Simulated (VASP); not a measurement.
Be2C (antifluorite): the lattice constant a from VASP (plane waves, PAW) at several levels of theory. Static lattice.  The measured value holds thermal and zero-point effects that the static calculation lacks.

| level | lattice constant a (Å) | error against measurement |
|---|---|---|
| LDA | 4.273 | -1.5 % |
| PBE | 4.332 | -0.2 % |
| PBEsol | 4.316 | -0.6 % |
| RPBE | 4.361 | +0.5 % |
| AM05 | 4.315 | -0.6 % |
| PBE-D3(BJ) | 4.277 | -1.4 % |
| PBE-D4 | 4.305 | -0.8 % |
| optB88-vdW | 4.333 | -0.2 % |
| rev-vdW-DF2 | 4.329 | -0.3 % |

Measured: 4.340 Å (as given by Freccero, Grin, Wagner, Dalton Trans. (2023), ESI).

The cell of the LDA run:

```cif
data_C4Be8
_chemical_formula_sum 'Be8 C4'
_space_group_name_H-M_alt 'Fm-3m'
_space_group_IT_number 225
_space_group_name_Hall '-F 4 2 3'
_cell_length_a 4.27288
_cell_length_b 4.27288
_cell_length_c 4.27288
_cell_angle_alpha 90.000
_cell_angle_beta 90.000
_cell_angle_gamma 90.000
loop_
_atom_site_label
_atom_site_type_symbol
_atom_site_symmetry_multiplicity
_atom_site_Wyckoff_symbol
_atom_site_fract_x
_atom_site_fract_y
_atom_site_fract_z
_atom_site_occupancy
Be1 Be 8 c 0.25000 0.25000 0.25000 1
C1 C 4 a 0.00000 0.00000 0.00000 1
```
(The calculation used a cell of 3 atoms; values per cell refer to that cell.)

Only levels that ran to the end are used. Left out are those held back, those with too coarse a band path, GW runs whose mesh misses a band edge, hybrids' fits of cells that aren't cubic and levels without matching references; a question may draw on a part of the rest.

The compound is Be2C in the antifluorite structure.
